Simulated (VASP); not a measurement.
Given:

```
FeSi
1.0
    4.44682     0.00000     0.00000
    0.00000     4.44682     0.00000
    0.00000     0.00000     4.44682
Fe Si
4 4
Direct
  0.86339   0.63661   0.36339
  0.36339   0.86339   0.63661
  0.13661   0.13661   0.13661
  0.63661   0.36339   0.86339
  0.15907   0.34093   0.65907
  0.65907   0.15907   0.34093
  0.84093   0.84093   0.84093
  0.34093   0.65907   0.15907
```

Calculation: PBE GGA, VASP's PBE PAW potentials (set 64) (plane waves; VASP). Run with 400 eV cut-off, 6×6×6 Γ-centred mesh, tetrahedra with Blöchl corrections, potentials Fe Si.

The cores are frozen, which limits the accuracy of field gradients.

Question: Give the principal components of the electric field gradient (V/Å²) and the asymmetry η at each nucleus.

Answer: 
| atom | Vxx | Vyy | Vzz | η |
|---|---|---|---|---|
| Fe1 | -24.1 | -24.1 | 48.2 | 0.00 |
| Fe2 | -24.1 | -24.1 | 48.2 | 0.00 |
| Fe3 | -24.1 | -24.1 | 48.2 | 0.00 |
| Fe4 | -24.1 | -24.1 | 48.2 | 0.00 |
| Si5 | 16.1 | 16.1 | -32.3 | 0.00 |
| Si6 | 16.1 | 16.1 | -32.3 | 0.00 |
| Si7 | 16.1 | 16.1 | -32.3 | 0.00 |
| Si8 | 16.1 | 16.1 | -32.3 | 0.00 |

The compound is FeSi in the B20 structure. It was relaxed first. The run is not spin-polarised, so no magnetic state was tried.
